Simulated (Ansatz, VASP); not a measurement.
## NbAgSe2O7 in VASP and in Ansatz

```xyz
22
Lattice="5.4065 -3.8960 0.0000 5.4065 3.8960 0.0000 0.0000 0.0000 7.3630" Properties=species:S:1:pos:R:3 pbc="T T T"
Nb    0.0000    0.0000    3.6815
Nb    0.0000    0.0000    0.0000
Ag    5.4065    0.0000    0.0000
Ag    5.4065    0.0000    3.6815
Se    3.1220   -1.8337    1.8408
Se    7.6910    1.8337    5.5223
Se    3.1220    1.8337    5.5223
Se    7.6910   -1.8337    1.8408
O     3.8342   -0.3063    1.8408
O     6.9788    0.3063    5.5223
O     3.8342    0.3063    5.5223
O     6.9788   -0.3063    1.8408
O     3.9871   -2.5628    3.2048
O     6.8259    2.5628    6.8863
O     3.9871    2.5628    4.1582
O     6.8259   -2.5628    0.4767
O     6.8259    2.5628    4.1582
O     3.9871   -2.5628    0.4767
O     6.8259   -2.5628    3.2048
O     3.9871    2.5628    6.8863
O     5.4065   -3.2742    5.5223
O     5.4065    3.2742    1.8408
```

Alike in both runs: functional PBE; k mesh 4 × 4 × 3; occupations fermi-dirac, width 0.02 eV; no spin polarisation.

Ansatz relaxed the structure, and its values are those at the end. VASP's run is a single point on that final structure, the one shown.

```csv
,VASP,Ansatz
version,VASP 6.6.1,Ansatz 0.2.0
potentials or method,"VASP PAW PBE potentials, release 64 (Nb_sv, Ag, Se, O)","plane-wave PAW, scalar-relativistic"
plane-wave cutoff (eV),520,420
valence electrons in the cell,156,212
```

```tsv
	VASP	Ansatz	Ansatz less VASP
gap on the k mesh at the Fermi level (eV)	1.55	1.56	+0.010
pressure (GPa)	2.6	2.3	-0.36
rms of the force components (eV/Å)	0.101	0.008	-0.0929
```

One of these differences is far larger than is usual between the two programs; its cause wasn't traced. The functional is the same, so the differences come from potentials, cutoffs and numerics. The two sets of potentials don't hold the same shells in valence. Ansatz warned: «gradients_without_spin_orbit».

Caveats: an odd mesh through Γ misses points on the zone boundary, where band edges often lie. A hybrid or GW would open this gap; PBE tends to underestimate it.
